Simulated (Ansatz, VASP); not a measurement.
# WC in two plane-wave programs

Aim: how closely do two programs agree when they are given the same cell, functional and k mesh? The cell is taken from a series of runs on this material, whose earlier steps may have relaxed, scaled, displaced or heated it; both programs get it as it stands.

Program: Ansatz 0.2.0. Level of theory: plane waves, with VASP 6.6.1 beside it; relaxation of cell and atoms at PBEsol. Results are calculated unless marked as measured.

## 1. The starting structure

Symmetry: P4/nmm, No. 129, tetragonal system. The conventional cell has a = 3.034 Å, b = 3.034 Å, c = 4.463 Å, α = 90.00°, β = 90.00°, γ = 90.00°. W has 6 C at 2.16 to 2.24 Å nearest. Nearest to C lie 6 W at 2.16 to 2.24 Å. Farther neighbours are not listed.

## 2. VASP: relaxation of cell and atoms, PBEsol, pair 1

The relaxed volume is the usual yardstick between codes: in a stiff, nearly cubic crystal its relative difference is about their pressure difference at one cell divided by the bulk modulus.

Lines of VASP's logs that name or quote its potential files are left out, and so is its time.

INCAR reads:

```
SYSTEM = WC
PREC = Accurate
ENCUT = 600
EDIFF = 1E-07
NELM = 120
ISMEAR = 1
SIGMA = 0.2
LREAL = .FALSE.
ALGO = Normal
GGA = PS
NBANDS = 16
LASPH = .TRUE.
LORBIT = 11
LWAVE = .FALSE.
LCHARG = .FALSE.
ISIF = 3
IBRION = 2
NSW = 80
EDIFFG = -0.005
GGA_COMPAT = .FALSE.
NELMIN = 4
KPAR = 2
```

POSCAR reads:

```
WC
1.0
    3.0342350000      0.0000000000      0.0000000000
    0.0000000000      3.0342350000      0.0000000000
    0.0000000000      0.0000000000      4.4627670000
W C
2 2
Direct
    0.0000000000      0.4999998352      0.2800417320
    0.4999998352      0.0000000000      0.7199584921
    0.0000000000      0.4999998352      0.7777264643
    0.4999998352      0.0000000000      0.2222735357
```

KPOINTS reads:

```
Automatic mesh
0
Gamma
14 14 10
0 0 0
```

The projector-augmented-wave data sets are W and C (PBE family, release 64).

The run is started by

```bash
$ mpirun -np 2 vasp_std
```

Numbers of over 12 decimals in the logs are rounded to 6 here.

Log:

```text
[banner, memory and clock lines left out]
running    2 mpi-ranks, on    1 nodes
 distrk:  each k-point on    1 cores,    2 groups
 distr:  one band on    1 cores,    1 groups

 POSCAR found type information on POSCAR W C
 POSCAR found :  2 types and       4 ions
|                                                                             |
|               ----> ADVICE to this user running VASP <----                  |
|                                                                             |
|     You enforced a specific xc type in the INCAR file but a different       |
|     [... a line on the potential file left out ...]
|     I HOPE YOU KNOW WHAT YOU ARE DOING!                                     |
|                                                                             |

 LDA part: xc-table for (Slater+PW92), standard interpolation
 POSCAR, INCAR and KPOINTS ok, starting setup
 FFT: planning ... GRIDC
 FFT: planning ... GRID_SOFT
 FFT: planning ... GRID
 WAVECAR not read
 entering main loop
       N       E                     dE             d eps       ncg     rms          rms(c)
DAV:   1     0.808306247850E+02    0.80831E+02   -0.10583E+04  6912   0.130E+03
DAV:   2    -0.449484162947E+02   -0.12578E+03   -0.12144E+03  8712   0.313E+02
DAV:   3    -0.526667230721E+02   -0.77183E+01   -0.74998E+01  9992   0.620E+01
DAV:   4    -0.527995802892E+02   -0.13286E+00   -0.13267E+00  7920   0.964E+00
DAV:   5    -0.528022458191E+02   -0.26655E-02   -0.26647E-02  9976   0.114E+00    0.489E+01
DAV:   6    -0.465352604132E+02    0.62670E+01   -0.29903E+01  9232   0.332E+01    0.164E+01
DAV:   7    -0.462995593968E+02    0.23570E+00   -0.18589E+00  7864   0.101E+01    0.115E+01
DAV:   8    -0.462349531054E+02    0.64606E-01   -0.23370E-01  9248   0.349E+00    0.145E+00
DAV:   9    -0.462263425231E+02    0.86106E-02   -0.44826E-02  8408   0.123E+00    0.432E-01
DAV:  10    -0.462260678510E+02    0.27467E-03   -0.36080E-03  9136   0.504E-01    0.804E-02
DAV:  11    -0.462259642203E+02    0.10363E-03   -0.40849E-04  9112   0.126E-01    0.220E-02
DAV:  12    -0.462259628825E+02    0.13378E-05   -0.20403E-05  8768   0.396E-02    0.130E-02
DAV:  13    -0.462259621941E+02    0.68846E-06   -0.31097E-06  9160   0.998E-03    0.356E-03
DAV:  14    -0.462259623120E+02   -0.11790E-06   -0.11218E-07  5664   0.308E-03    0.851E-04
DAV:  15    -0.462259622965E+02    0.15443E-07   -0.45374E-08  4808   0.181E-03
   1 F= -.46225962E+02 E0= -.46226619E+02  d E =-.462260E+02
[...]
2 F= -.46225977E+02 E0= -.46226561E+02  d E =-.150967E-04
[...]
3 F= -.46226074E+02 E0= -.46226694E+02  d E =-.111863E-03
[...]
4 F= -.46226099E+02 E0= -.46226749E+02  d E =-.250870E-04
[...]
5 F= -.46226109E+02 E0= -.46226780E+02  d E =-.346516E-04
[...]
6 F= -.46226121E+02 E0= -.46226809E+02  d E =-.126164E-04
[...]
7 F= -.46226125E+02 E0= -.46226830E+02  d E =-.166446E-04
 curvature:  -0.60 expect dE=-0.955E-05 dE for cont linesearch -0.754E-10
 trial: gam= 0.58585 g(F)=  0.365E-05 g(S)=  0.123E-04 ort = 0.134E-06 (trialstep = 0.325E+00)
 search vector abs. value=  0.648E-04
 bond charge predicted
       N       E                     dE             d eps       ncg     rms          rms(c)
DAV:   1    -0.462261299259E+02   -0.44760E-05   -0.65518E-04  6912   0.191E-01    0.600E-03
DAV:   2    -0.462261299845E+02   -0.58545E-07   -0.75204E-06  9896   0.222E-02    0.401E-03
DAV:   3    -0.462261298199E+02    0.16453E-06   -0.57074E-07  7704   0.506E-03    0.860E-04
DAV:   4    -0.462261298357E+02   -0.15764E-07   -0.60805E-08  4712   0.188E-03
   8 F= -.46226130E+02 E0= -.46226848E+02  d E =-.437987E-05
 trial-energy change:   -0.000004  1 .order   -0.000004   -0.000005   -0.000003
 step:   0.8374(harm=  0.8374)  dis= 0.00087  next Energy=   -46.226132 (dE=-0.670E-05)
 reached required accuracy - stopping structural energy minimisation
```

From OUTCAR (step 2):

```text
ion  position               nearest neighbor table
   1  0.000  0.500  0.280-   4 2.16   4 2.16   4 2.16   4 2.16   3 2.22   3 2.24   2 2.91   2 2.91
                             2 2.91   2 2.91   2 3.29   2 3.29   2 3.29   2 3.29
   2  0.500  0.000  0.720-   3 2.16   3 2.16   3 2.16   3 2.16   4 2.22   4 2.24   1 2.91   1 2.91
                             1 2.91   1 2.91   1 3.29   1 3.29   1 3.29   1 3.29
   3  0.000  0.500  0.778-   2 2.16   2 2.16   2 2.16   2 2.16   1 2.22   1 2.24
   4  0.500  0.000  0.222-   1 2.16   1 2.16   1 2.16   1 2.16   2 2.22   2 2.24

  LATTYP: Found a simple tetragonal cell.
 ALAT       =     3.0342350000
 C/A-ratio  =     1.4708046674

 Subroutine GETGRP returns: Found 16 space group operations
 (whereof  8 operations were pure point group operations)

The static configuration has the point symmetry D_2d.
 The point group associated with its full space group is D_4h.

 Found    216 irreducible k-points:

   k-points           NKPTS =    216   k-points in BZ     NKDIM =    216   number of bands    NBANDS=     16

   dimension x,y,z NGX =    24 NGY =   24 NGZ =   36
   dimension x,y,z NGXF=    48 NGYF=   48 NGZF=   72

   ENCUT  =  600.0 eV  44.10 Ry    6.64 a.u.   6.06  6.06  8.91*2*pi/ulx,y,z

   NELECT =      20.0000    total number of electrons

 k-points in reciprocal lattice and weights: Automatic mesh
   0.00000000  0.00000000  0.00000000       0.001
   0.07142857  0.00000000  0.00000000       0.002
   0.14285714  0.00000000  0.00000000       0.002
   0.21428571  0.00000000  0.00000000       0.002
   0.28571429  0.00000000  0.00000000       0.002
   0.35714286  0.00000000  0.00000000       0.002
   0.42857143  0.00000000  0.00000000       0.002
   0.50000000  0.00000000  0.00000000       0.001
   0.07142857  0.07142857  0.00000000       0.002
[...]
0.50000000  0.42857143  0.50000000       0.002
   0.50000000  0.50000000  0.50000000       0.001

 average (electrostatic) potential at core
       1 -36.8474       2 -36.8474       3 -46.0182       4 -46.0182

 E-fermi :   9.5863

 k-point     1 :       0.0000    0.0000    0.0000
  band No.  band energies     occupation
    ...
     10       8.6383      2.00000
     11       8.6383      2.00000
     12       8.8271      2.00000
     13       8.9138      2.00002
     14       9.2144      2.02449
     15      10.8110     -0.00000
     16      12.7483     -0.00000

 k-point     2 :       0.0714    0.0000    0.0000
  band No.  band energies     occupation
    ...
      9       7.6271      2.00000
     10       7.9037      2.00000
     11       8.4482      2.00000
     12       9.0822      2.00211
     13       9.4860      1.74168
     14      10.1849     -0.00019
     15      11.4643     -0.00000
     16      12.7130     -0.00000

 k-point     3 :       0.1429    0.0000    0.0000
  band No.  band energies     occupation
    ...
      8       6.3205      2.00000
      9       7.3264      2.00000
     10       7.7805      2.00000
     11       8.4601      2.00000
     12       9.5763      1.08457
     13       9.8681     -0.06288
     14      11.4277     -0.00000
     15      12.7987     -0.00000
     16      12.8096     -0.00000

  Total       -0.0125899     -0.0125899     -0.0172616      0.0000000      0.0000000      0.0000000
  in kB       -0.4908339     -0.4908339     -0.6729696      0.0000000      0.0000000      0.0000000
  external PRESSURE =      -0.5515458 kB  Pullay stress =       0.0000000 kB

  energy-cutoff  :      600.00
  volume of cell :       41.10
      direct lattice vectors                 reciprocal lattice vectors
     3.034198578  0.000000000  0.000000000     0.329576320  0.000000000  0.000000000
     0.000000000  3.034198578  0.000000000     0.000000000  0.329576320  0.000000000
     0.000000000 -0.000000000  4.463842574     0.000000000 -0.000000000  0.224022237

 POSITION                                       TOTAL-FORCE (eV/Angst)
 -----------------------------------------------------------------------------------
      3.03420      1.51710      1.25286         0.000000     -0.000000      0.001079
      1.51710     -0.00000      3.21098         0.000000      0.000000     -0.001079
      0.00000      1.51710      3.47380         0.000000     -0.000000      0.003944
      1.51710     -0.00000      0.99005        -0.000000      0.000000     -0.003944
 -----------------------------------------------------------------------------------
    total drift:                                0.000033      0.000126      0.000171

  FREE ENERGIE OF THE ION-ELECTRON SYSTEM (eV)
  ---------------------------------------------------
  free  energy   TOTEN  =       -46.2261298357 eV

  energy  without entropy=      -46.2282845772  energy(sigma->0) =      -46.22684808

 reached required accuracy - stopping structural energy minimisation

 total charge
# of ion       s       p       d       tot
------------------------------------------
    1        0.583   0.815   4.396   5.794
    2        0.583   0.815   4.396   5.794
    3        0.854   1.576   0.000   2.431
    4        0.854   1.576   0.000   2.431
--------------------------------------------------
tot          2.874   4.782   8.793  16.449

[... 3 further parts left out ...]
```

CONTCAR:

```
WC
   1.00000000000000
     3.0341985780421101    0.0000000000000000    0.0000000000000000
     0.0000000000000000    3.0341985780421101    0.0000000000000000
     0.0000000000000000   -0.0000000000000000    4.4638425743154029
  W               C
     2     2
Direct
     1.0000000000000000    0.4999998352000006    0.2806695733487495
     0.4999998352000006    0.0000000000000000    0.7193306507512494
     0.0000000000000000    0.4999998352000006    0.7782074039892251
     0.4999998352000006    0.0000000000000000    0.2217925960107749
```

## 3. Ansatz: relaxation of cell and atoms, PBEsol, pair 1

Ansatz runs on its PAW soft_1 files.

The same cell, functional, mesh and smearing now go to Ansatz, which takes its cutoff from its data sets.

input.yaml reads:

```yaml
crystal:
  lattice:
    - [3.0342346105, 0.0, 0.0]
    - [0.0, 3.0342346105, 0.0]
    - [0.0, 0.0, 4.4627674592]
  atoms:
    - { symbol: W, position: [0.0, 0.5, 0.280041642] }
    - { symbol: W, position: [0.5, 0.0, 0.719958358] }
    - { symbol: C, position: [0.0, 0.5, 0.777726466] }
    - { symbol: C, position: [0.5, 0.0, 0.222273534] }
kpoints:
  mp_grid: { grid: [14, 14, 10] }
hamiltonian:
  xc: pbesol
  pseudopotentials: { kind: paw, azcp: { folder: soft_1 }, xc_functional: pbe }
scf:
  occupations: { method: methfessel_paxton, width: 0.2 }
output:
  forces: true
  stress: true
  eigenvalues: true
relax:
  adjacent_minimum: "off"
  f_tol: 0.001
  max_steps: 60
  cell: { stress_tol: 0.01 }
```

The run is started by

```bash
$ ansatz run input.yaml --threads 4 --pin off --max-ram 10240MiB --backend cpu --events-out ev --progress --plain --runs-dir out
```

Log:

```text
Engine: ansatz 0.2.0, aarch64-unknown-linux-gnu
Pseudopotentials: kind: paw
Pseudopotential: W, paw, valence charge 14, recommended cutoff 420 eV (normal), soft_1/W.paw.azcp
Pseudopotential: C, paw, valence charge 4, recommended cutoff 420 eV (normal), soft_1/C.paw.azcp
Functional definition: PBEsol
  exchange = pbesol_x
  correlation = pbesol_c
Crystal: 4 atoms, lattice volume = 41.087 Å³
Basis set: ecut = 420 eV, 807 PW (Γ), exchange–correlation on 48×48×60 points (8 copies of the dense FFT grid, shifted against one another)
Bands: 22, of which v1, the nominal top of the filled ones, is band 18 counted from 1 (17 counted from 0)
Symmetry: 16 space group operations
Space group: P4/nmm (ITA 129), of the structure as read, at distance tolerance 3.5e-5 Å
k-points: 216 of 1960
Non-local potential: W, projectors of the file, l = 0: 3, l = 1: 2, l = 2: 2, l = 3: 1
Non-local potential: C, projectors of the file, l = 0: 2, l = 1: 2, l = 2: 1
PAW form: soft (Blöchl's): semilocal exchange-correlation on the pseudo side does not see the compensation charge
PAW frozen core: W, regenerated for the run's functional, and the local potential with it (the file was generated under x = pbe(κ = 0.804, μ = 0.219515), c = pbe(β = 0.066725))
PAW frozen core: C, regenerated for the run's functional, and the local potential with it (the file was generated under x = pbe(κ = 0.804, μ = 0.219515), c = pbe(β = 0.066725))
PAW one-centre angular grid: W, 590 points (default); XC on 64 Gauss nodes
PAW one-centre angular grid: C, 110 points (default); XC on 64 Gauss nodes
Initial density: superposition of atomic densities (chi_scale 0.1, normalization cell, long waves kept (reshape's long-wave potential 0.00 eV rms))
Initial wavefunctions: pseudopotential atomic-orbital guess
Functional: x = pbesol(κ = 0.804, μ = 0.123457), c = pbesol(β = 0.046)
SCF iter   1: F=—  HF=-21010.660140 eV  |F-HF|=—  |Δ(HF+E_count)|=         —  Δρ=1.42e-1  dr2=1.13e1  ethr=3.10e-3  ⟨swp⟩=5.0  Hψ=43766  notcnv=0
automatic band count: the SCF goes on with 26 bands, as 22 were too few: the levels above may hold too much charge
preconditioner: auto → Kerker (q_TF=auto, 2.669 Å⁻¹)  [metal: Δε(μ)=0.015 eV  Ē_g=10.765 eV  σ=0.200 eV  W_gap=0.06  n_scr=14 (ndim 8)  ℏωp=25.9 eV  f_vac=0.000  D(μ)=1.83/eV (n_scr^D=16)]
SCF iter   2: F=—  HF=-21008.672534 eV  |F-HF|=—  |Δ(HF+E_count)|=    1.99e0  S|Δr|=    0.00e0  Δρ=7.85e-2  dr2=3.51e0  ethr=3.10e-3  ⟨swp⟩=2.1  Hψ=10164  notcnv=0  defer=488
SCF iter   3: F=—  HF=-21007.789696 eV  |F-HF|=—  |Δ(HF+E_count)|=   8.83e-1  S|Δr|=    0.00e0  Δρ=8.80e-3  dr2=1.64e-2  ethr=3.10e-3  ⟨swp⟩=2.0  Hψ=8539  notcnv=0  defer=489
SCF iter   4: F=—  HF=-21007.789436 eV  |F-HF|=—  |Δ(HF+E_count)|=   2.59e-4  S|Δr|=    0.00e0  Δρ=2.44e-3  dr2=2.71e-3  ethr=4.57e-5  ⟨swp⟩=2.6  Hψ=9751  notcnv=0  defer=445
SCF iter   5: F=—  HF=-21007.788840 eV  |F-HF|=—  |Δ(HF+E_count)|=   5.97e-4  S|Δr|=    0.00e0  Δρ=1.57e-4  dr2=1.55e-5  ethr=7.52e-6  ⟨swp⟩=2.1  Hψ=7085  notcnv=0  defer=445
SCF iter   6: F=—  HF=-21007.788830 eV  |F-HF|=—  |Δ(HF+E_count)|=   9.56e-6  S|Δr|=    0.00e0  Δρ=7.20e-5  dr2=3.72e-6  ethr=4.31e-8  ⟨swp⟩=2.1  Hψ=7506  notcnv=0  defer=445
SCF iter   7: F=-21007.788829 eV  HF=-21007.788829 eV  |F-HF|=2.97e-8  |Δ(HF+E_count)|=   8.90e-7  S|Δr|=    0.00e0  Δρ=7.72e-6  dr2=4.28e-8  ethr=2.78e-10  ⟨swp⟩=8.3  Hψ=25810  notcnv=0
SCF 1 converged in 7 iterations: F = -21007.788829 eV  dr2 = 4.28e-8
  greatest PAW one-centre occupation: 0.999 electrons in one spin orbital (limit 2), on the W atom at site 1 (counted from 0), in its partial waves of l = 0
relax step   1: F+E_penalty+E_count = -21007.78882911 eV  Δ(F+E_penalty+E_count) = +0.000e0 eV  max|allowed force component| = 6.921e-4 eV/Å  Δτ_max = 0.0000 Å  P = +0.000 GPa  Ω = 41.087 Å³  (7 SCF iters, dr2 threshold 1.00e-7 eV, accepted)
Bands: 26, of which v1, the nominal top of the filled ones, is band 18 counted from 1 (17 counted from 0)
Initial density: handed on by an earlier stage of this run
Initial wavefunctions: pseudopotential atomic-orbital guess (no wavefunctions were taken with the density)
iter 1 solved again at ethr=1.55e-8 eV; its pass at ethr=3.10e-3 eV (dr2=5.59e-6 eV) is discarded
SCF iter   1: F=—  HF=-21007.788834 eV  |F-HF|=—  |Δ(HF+E_count)|=         —  Δρ=8.02e-6  dr2=4.46e-8  ethr=1.55e-8  ⟨swp⟩=3.1  Hψ=38187  notcnv=0
preconditioner: auto → Kerker (q_TF=auto, 2.669 Å⁻¹)  [metal: Δε(μ)=0.023 eV  Ē_g=10.016 eV  σ=0.200 eV  W_gap=0.10  n_scr=14 (ndim 8)  ℏωp=25.9 eV  f_vac=0.000  D(μ)=1.67/eV (n_scr^D=14)]
SCF iter   2: F=—  HF=-21007.788829 eV  |F-HF|=—  |Δ(HF+E_count)|=   5.05e-6  S|Δr|=    0.00e0  Δρ=5.10e-6  dr2=2.06e-8  ethr=1.24e-10  ⟨swp⟩=2.0  Hψ=8733  notcnv=0
SCF iter   3: F=—  HF=-21007.788829 eV  |F-HF|=—  |Δ(HF+E_count)|=   4.82e-9  S|Δr|=    0.00e0  Δρ=1.22e-6  dr2=3.93e-10  ethr=5.71e-11  ⟨swp⟩=2.0  Hψ=7304  notcnv=0
SCF iter   4: F=—  HF=-21007.788829 eV  |F-HF|=—  |Δ(HF+E_count)|=  4.00e-11  S|Δr|=    0.00e0  Δρ=5.81e-7  dr2=5.91e-11  ethr=1.09e-12  ⟨swp⟩=2.2  Hψ=7327  notcnv=0
SCF iter   5: F=-21007.788829 eV  HF=-21007.788829 eV  |F-HF|=3.64e-12  |Δ(HF+E_count)|=  1.09e-11  S|Δr|=    0.00e0  Δρ=5.16e-8  dr2=5.77e-13  ethr=1.00e-12  ⟨swp⟩=4.1  Hψ=22387  notcnv=0
SCF 2 converged in 5 iterations: F = -21007.788829 eV  dr2 = 5.77e-13
relax step   2: F+E_penalty+E_count = -21007.78882913 eV  Δ(F+E_penalty+E_count) = -1.997e-8 eV  max|allowed force component| = 5.434e-4 eV/Å  Δτ_max = 0.0000 Å  P = +0.000 GPa  Ω = 41.087 Å³  stress off target by 3.70e-3 GPa  SCF on the basis re-selected at this cell (its energy is not comparable with the rows above)  (5 SCF iters)
basis re-selected at this cell: Δ(F+E_penalty+E_count) = -1.997e-8 eV, ΔP = -0.000 GPa vs the last step (what re-selecting the basis moved, of the pressure what is left beyond the Pulay correction that the steps carried, after the strain that the cell walked since its last selection, with what the two solves' SCF thresholds leave and, on support functions, any second-order correction that the steps lacked; it is no m [...]
SCF converged after 5 iterations
Stability not checked: this state was not tested for a lower state beside it, because cold or Methfessel-Paxton smearing, or corrected tetrahedra, fill the levels in a way that the test cannot read (fill_not_monotonic; see scf.lower_state_search)
Free energy (F): -21007.788829 eV
Harris-Foulkes:  -21007.788829 eV  (|F-HF|=3.64e-12)
Internal energy: -21007.790428 eV  (E = F + TS)
E sigma→0 (E₀):  -21007.789229 eV
Entropy (-TS):   0.001598 eV (0.400 meV/atom)
Fermi energy:    21.848472 eV
--- Per-component energies (eV) ---
  E_band       = -113.180467
  E_kinetic    = 1021.457799
  E_local      = -1178.560714  (includes V_loc(G=0)·N_el)
  E_nonlocal   = 0.782773
  E_hartree    = 483.777590
  E_xc         = -627.775556
  E_vxc        = -581.252750  (∫ρ·V_xc dr)
  E_paw        = -17093.939186  (= ΣΔE_a)
  E_vpaw       = -343.163086  (= ΣTr[D̂ρ^β])
  E_aug_tail   = 0.000323  (compensation charges beyond the density's cutoff)
  E_ewald      = -3614.019373
  E_core_change = 0.485916  (= ΣΔE_core)
  E_smearing   = 0.001598  (= −TS)
  E_closure    = 0.000000  (closes the sum)
  Σ components = -21007.788829   (vs F -21007.788829, Δ=0.00e0)
--- Forces (eV/Å), atoms counted from 1 ---
  atom   1  W      0.00000000     0.00000000     0.00054345
  atom   2  W      0.00000000     0.00000000    -0.00054345
  atom   3  C      0.00000000     0.00000000     0.00005419
  atom   4  C      0.00000000     0.00000000    -0.00005419
  max |Σ_I F_I| component: 0.00e0 eV/Å
--- Stress (GPa, compression-positive) ---
        0.002347       0.000000       0.000000
        0.000000       0.002347       0.000000
        0.000000       0.000000      -0.003695
  P = ⅓ Tr σ = 0.0003 GPa (0.003 kbar)
--- Band table (eV; the first three rows and the last of 216) ---
  k-point 0: bands = [... 14 lower, 19.0154, 20.2682, 20.2682, 20.8488, 20.8488, 21.0082, 21.2117, 21.4785, ... 4 higher]
  k-point 1: bands = [... 14 lower, 18.9258, 19.7563, 20.1959, 20.1959, 21.0219, 21.0219, 21.2402, 22.7503, ... 4 higher]
  k-point 2: bands = [... 14 lower, 18.6803, 18.6827, 20.0206, 20.0206, 21.3211, 21.4319, 21.4319, 22.9538, ... 4 higher]
  k-point 215: bands = [... 14 lower, 16.7668, 16.7668, 20.4221, 20.4221, 24.6452, 24.6452, 24.6630, 24.6630, ... 4 higher]
--- Relaxed structure (1 steps of the walk, 1 accepted, 1 SCFs on fresh bases) ---
  F+E_penalty+E_count = -21007.78882913 eV   max|allowed force component| = 5.434e-4 eV/Å   (the final SCF, on the basis selected at the relaxed cell)
  cell:  # Å, volume = 41.0868 Å³
    - [3.0342346105, 0.0, 0.0]
    - [0.0, 3.0342346105, 0.0]
    - [0.0, 0.0, 4.4627674592]
  atoms:
    - { symbol: W, position: [0.0, 0.5, 0.280041642] }
    - { symbol: W, position: [0.5, 0.0, 0.719958358] }
    - { symbol: C, position: [0.0, 0.5, 0.777726466] }
    - { symbol: C, position: [0.5, 0.0, 0.222273534] }
```

In the SCF lines HF is the Harris–Foulkes energy and dr2 the Hartree energy of the density residual, in eV; the loop may stop once dr2 is under the threshold and the program's other checks hold. Hψ counts applications of the Hamiltonian.

(Part 1 of 2 ends here.)

[Lines on the potential files, build, host, timing and source positions are cut from VASP's logs without a mark.]

[Logs are printed without paths, hosts, clocks, repeated set-up lines and the standing remarks that a program may print on its own settings, such as how far it seeks lower states.]

[Hosts, paths, dates, database ids (printed as entryN), source tags and the programs' standing remarks are cut or masked in the printed files.]
